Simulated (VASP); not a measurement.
All values below come from PBE GGA, VASP's PBE PAW potentials (set 64) (plane waves; VASP 6.6.1).

VASP input:

### POSCAR
```
ZnSe
1
    0.0000000000     2.8350000000     2.8350000000
    2.8350000000     0.0000000000     2.8350000000
    2.8350000000     2.8350000000     0.0000000000
Zn Se
1 1
Direct
  0.0000000000   0.0000000000   0.0000000000
  0.2500000000   0.2500000000   0.2500000000
```

KPOINTS:
```
Regular mesh
0
Gamma
6 6 6
```

**INCAR**
```
SYSTEM = ZnSe
PREC = Accurate
ENCUT = 400
EDIFF = 1E-6
NELM = 100
ALGO = Normal
LREAL = .FALSE.
LASPH = .TRUE.
ISMEAR = 0
SIGMA = 0.05
GGA = PE
LMAXMIX = 4
LWAVE = .FALSE.
LCHARG = .FALSE.
ISIF = 2
ISPIN = 2
MAGMOM = 1.0 1.0
```

POTCAR, in this order: Zn Se (PBE.64 set). Program: vasp_std.

The resulting files:

OSZICAR:
```
       N       E                     dE             d eps       ncg     rms          rms(c)
DAV:   1     0.769324918319E+02    0.76932E+02   -0.77207E+03   904   0.122E+03
DAV:   2    -0.119386636887E+01   -0.78126E+02   -0.74333E+02   974   0.236E+02
DAV:   3    -0.587581518699E+01   -0.46819E+01   -0.46632E+01  1082   0.600E+01
DAV:   4    -0.591392203847E+01   -0.38107E-01   -0.38101E-01   968   0.585E+00
DAV:   5    -0.591411844320E+01   -0.19640E-03   -0.19640E-03  1136   0.394E-01    0.891E+00
DAV:   6    -0.599517804004E+01   -0.81060E-01   -0.72433E-01  1190   0.271E+01    0.465E+00
DAV:   7    -0.601638377882E+01   -0.21206E-01   -0.17779E-01   914   0.396E+00    0.244E+00
DAV:   8    -0.601449450922E+01    0.18893E-02   -0.22313E-02   896   0.156E+00    0.938E-01
DAV:   9    -0.601431374898E+01    0.18076E-03   -0.16530E-03  1010   0.689E-01    0.336E-01
DAV:  10    -0.601437041560E+01   -0.56667E-04   -0.68005E-04   992   0.318E-01    0.707E-02
DAV:  11    -0.601444173287E+01   -0.71317E-04   -0.12646E-04   972   0.137E-01    0.411E-02
DAV:  12    -0.601447635388E+01   -0.34621E-04   -0.27218E-05   908   0.457E-02    0.263E-02
DAV:  13    -0.601448352780E+01   -0.71739E-05   -0.84197E-06   938   0.219E-02    0.415E-03
DAV:  14    -0.601448424306E+01   -0.71525E-06   -0.73019E-07   738   0.103E-02
   1 F= -.60144842E+01 E0= -.60144842E+01  d E =-.169902E-10  mag=    -0.0000
```

OUTCAR:
```
------------------------ aborting loop because EDIFF is reached ----------------------------------------
  FORCE on cell =-STRESS in cart. coord.  units (eV):
  Direction    XX          YY          ZZ          XY          YZ          ZX
  --------------------------------------------------------------------------------------
  Total        0.5819767      0.5819767      0.5819767      0.0000000      0.0000000     -0.0000000
  in kB       20.4610079     20.4610079     20.4610079      0.0000000      0.0000000     -0.0000000
  external PRESSURE =      20.4610079 kB  Pullay stress =       0.0000000 kB
  volume of cell :       45.57
      direct lattice vectors                 reciprocal lattice vectors
     0.000000000  2.835000000  2.835000000    -0.176366843  0.176366843  0.176366843
     2.835000000  0.000000000  2.835000000     0.176366843 -0.176366843  0.176366843
     2.835000000  2.835000000  0.000000000     0.176366843  0.176366843 -0.176366843
  FREE ENERGIE OF THE ION-ELECTRON SYSTEM (eV)
  ---------------------------------------------------
  free  energy   TOTEN  =        -6.0144842431 eV

  energy  without entropy=       -6.0144842430  energy(sigma->0) =       -6.01448424
```
(Selected blocks of OUTCAR.)

The moments were started parallel, and other spin orders were not tried in this run.

The compound is ZnSe in the zinc blende structure. The cell was not relaxed at this level.
